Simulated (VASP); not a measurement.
Calculation: r2SCAN meta-GGA, VASP's PBE PAW potentials (set 64) (plane waves; VASP).

A VASP calculation is set up with these files.

INCAR:
```
ALGO = Normal
EDIFF = 1E-7
ENCUT = 600
ISIF = 2
ISMEAR = 1
LASPH = T
LCHARG = F
LMAXMIX = 4
LMIXTAU = T
LREAL = F
LWAVE = F
METAGGA = R2SCAN
NELM = 100
PREC = Accurate
SIGMA = 0.1
SYSTEM = ZrC
```

### KPOINTS
```
Automatic mesh
0
Gamma
12 12 12
0 0 0
```

### POSCAR
```
ZrC
1
    0.0000000000     2.3566833240     2.3566833240
    2.3566833240     0.0000000000     2.3566833240
    2.3566833240     2.3566833240     0.0000000000
Zr C
1 1
Direct
  0.0000000000   0.0000000000   0.0000000000
  0.5424325148   0.4575674852   0.4575674852
```

POTCAR, in this order: Zr_sv C (PBE.64 set). Program: vasp_std.

Output of the run:

**OSZICAR**
```
       N       E                     dE             d eps       ncg     rms          rms(c)
DAV:   1     0.104293561940E+03    0.10429E+03   -0.99958E+03  3912   0.154E+03
DAV:   2    -0.370343054732E+02   -0.14133E+03   -0.13346E+03  4476   0.363E+02
DAV:   3    -0.440263890283E+02   -0.69921E+01   -0.68598E+01  6012   0.714E+01
DAV:   4    -0.443020522905E+02   -0.27566E+00   -0.27529E+00  5144   0.136E+01
DAV:   5    -0.443102030118E+02   -0.81507E-02   -0.81491E-02  5760   0.188E+00    0.230E+01
DAV:   6    -0.338333429949E+02    0.10477E+02   -0.12962E+01  4780   0.334E+01    0.657E+00
DAV:   7    -0.345883050560E+02   -0.75496E+00   -0.60704E-01  4580   0.889E+00    0.427E+00
DAV:   8    -0.342127890916E+02    0.37552E+00   -0.60090E-01  4688   0.924E+00    0.132E+00
DAV:   9    -0.345813933269E+02   -0.36860E+00   -0.37480E-01  4416   0.654E+00    0.489E-01
DAV:  10    -0.345925792579E+02   -0.11186E-01   -0.11405E-02  4524   0.109E+00    0.436E-01
DAV:  11    -0.345830205309E+02    0.95587E-02   -0.47343E-02  4640   0.162E+00    0.365E-01
DAV:  12    -0.345898283028E+02   -0.68078E-02   -0.11652E-02  4492   0.958E-01    0.919E-02
DAV:  13    -0.345926525940E+02   -0.28243E-02   -0.19389E-03  4632   0.398E-01    0.311E-02
DAV:  14    -0.345929897805E+02   -0.33719E-03   -0.81861E-04  4656   0.245E-01    0.254E-02
DAV:  15    -0.345930037414E+02   -0.13961E-04   -0.18304E-05  5132   0.417E-02    0.248E-02
DAV:  16    -0.345929849639E+02    0.18778E-04   -0.69548E-05  4400   0.728E-02    0.230E-02
DAV:  17    -0.345930119755E+02   -0.27012E-04   -0.79557E-05  4576   0.719E-02    0.130E-02
DAV:  18    -0.345930043049E+02    0.76706E-05   -0.41452E-06  4600   0.202E-02    0.118E-02
DAV:  19    -0.345930068537E+02   -0.25488E-05   -0.11247E-06  5056   0.999E-03    0.408E-03
DAV:  20    -0.345930031770E+02    0.36767E-05   -0.47156E-07  4368   0.742E-03    0.233E-03
DAV:  21    -0.345930046019E+02   -0.14249E-05   -0.57397E-08  2092   0.296E-03    0.143E-03
DAV:  22    -0.345930045574E+02    0.44548E-07   -0.65298E-08  2056   0.266E-03
   1 F= -.34593005E+02 E0= -.34592907E+02  d E =-.293197E-03
```

File OUTCAR:
```
------------------------ aborting loop because EDIFF is reached ----------------------------------------
  FORCE on cell =-STRESS in cart. coord.  units (eV):
  Direction    XX          YY          ZZ          XY          YZ          ZX
  --------------------------------------------------------------------------------------
  Total        1.6760992     -0.1064520     -0.1064520      0.0000000     -0.0000000      0.0000000
  in kB      102.5832910     -6.5152441     -6.5152441      0.0000000     -0.0000000      0.0000000
  external PRESSURE =      29.8509343 kB  Pullay stress =       0.0000000 kB
  volume of cell :       26.18
      direct lattice vectors                 reciprocal lattice vectors
     0.000000000  2.356683324  2.356683324    -0.212162574  0.212162574  0.212162574
     2.356683324  0.000000000  2.356683324     0.212162574 -0.212162574  0.212162574
     2.356683324  2.356683324  0.000000000     0.212162574  0.212162574 -0.212162574
 POSITION                                       TOTAL-FORCE (eV/Angst)
 -----------------------------------------------------------------------------------
      0.00000      0.00000      0.00000        -1.466871      0.000000      0.000000
      2.15668      2.35668      2.35668         1.466871      0.000000      0.000000
 -----------------------------------------------------------------------------------
    total drift:                                0.000090      0.000000      0.000000
  FREE ENERGIE OF THE ION-ELECTRON SYSTEM (eV)
  ---------------------------------------------------
  free  energy   TOTEN  =       -34.5930045574 eV

  energy  without entropy=      -34.5927113600  energy(sigma->0) =      -34.59290682
```
(Selected blocks of OUTCAR.)

The compound is ZrC in the rock salt structure. This cell was strained or had an atom moved on purpose.
